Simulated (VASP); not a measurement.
Level of theory: PBEsol GGA, VASP's PBE PAW potentials (set 64) (plane waves; VASP 6.6.1).

VASP input:

**INCAR**
```
ALGO=Normal
EDIFF=1E-6
EDIFFG=-0.02
ENCUT=500
GGA=PS
IBRION=2
ISIF=3
ISMEAR=1
LASPH=T
LCHARG=F
LREAL=F
LWAVE=F
NELM=100
NSW=40
PREC=Accurate
PSTRESS=450
SIGMA=0.1
SYSTEM=Al
```

POSCAR:
```
Al
1
   -0.0000000000     1.8236070606     1.8236070606
    1.8236070606     0.0000000000     1.8236070606
    1.8236070606     1.8236070606     0.0000000000
Al
1
Direct
  1.0000000000   0.0000000000   0.0000000000
```

### KPOINTS
```
Automatic mesh
0
Gamma
17 17 17
0 0 0
```

POTCAR, in this order: Al (PBE.64 set). Program: vasp_std.

The run wrote:

### OSZICAR
```
       N       E                     dE             d eps       ncg     rms          rms(c)
DAV:   1    -0.141454392898E+01   -0.14145E+01   -0.93303E+02  1765   0.328E+02
DAV:   2    -0.368083636230E+01   -0.22663E+01   -0.20993E+01  2225   0.342E+01
DAV:   3    -0.369590699113E+01   -0.15071E-01   -0.15071E-01  2135   0.327E+00
DAV:   4    -0.369594451545E+01   -0.37524E-04   -0.37525E-04  2055   0.149E-01
DAV:   5    -0.369594476369E+01   -0.24824E-06   -0.24758E-06  2260   0.104E-02    0.217E+00
DAV:   6    -0.366988510863E+01    0.26060E-01   -0.90408E-04  1780   0.219E-01    0.120E+00
DAV:   7    -0.365288014752E+01    0.17005E-01   -0.28793E-03  1820   0.377E-01    0.278E-01
DAV:   8    -0.365283067947E+01    0.49468E-04   -0.38206E-05  2275   0.599E-02    0.896E-02
DAV:   9    -0.365282944268E+01    0.12368E-05   -0.57894E-07  1795   0.836E-03    0.104E-03
DAV:  10    -0.365282952496E+01   -0.82279E-07   -0.10775E-08  1110   0.101E-03
   1 F= -.24619360E+00 E0= -.24612106E+00  d E =-.246194E+00
```

OUTCAR:
```
------------------------ aborting loop because EDIFF is reached ----------------------------------------
  FORCE on cell =-STRESS in cart. coord.  units (eV):
  Direction    XX          YY          ZZ          XY          YZ          ZX
  --------------------------------------------------------------------------------------
  Total        3.4029781      3.4029781      3.4029781     -0.0000000     -0.0000000      0.0000000
  in kB      449.5168202    449.5168202    449.5168202     -0.0000000     -0.0000000      0.0000000
  external PRESSURE =      -0.4831798 kB  Pullay stress =     450.0000000 kB
  volume of cell :       12.13
      direct lattice vectors                 reciprocal lattice vectors
     0.000000000  1.823607061  1.823607061    -0.274181873  0.274181873  0.274181873
     1.823607061  0.000000000  1.823607061     0.274181873 -0.274181873  0.274181873
     1.823607061  1.823607061  0.000000000     0.274181873  0.274181873 -0.274181873
 POSITION                                       TOTAL-FORCE (eV/Angst)
 -----------------------------------------------------------------------------------
      0.00000      0.00000      0.00000        -0.000000      0.000000      0.000000
 -----------------------------------------------------------------------------------
    total drift:                               -0.000000     -0.000000     -0.000000
  FREE ENERGIE OF THE ION-ELECTRON SYSTEM (eV)
  ---------------------------------------------------
  free  energy   TOTEN  =        -3.6528295250 eV

  energy  without entropy=       -3.6526119118  energy(sigma->0) =       -3.65275699
  enthalpy is  TOTEN    =        -0.2461935990 eV   P V=        3.4066359259

 reached required accuracy - stopping structural energy minimisation
```
(Selected blocks of OUTCAR.)

The compound is Al in the fcc structure. It was relaxed first under an external pressure of 45 GPa.
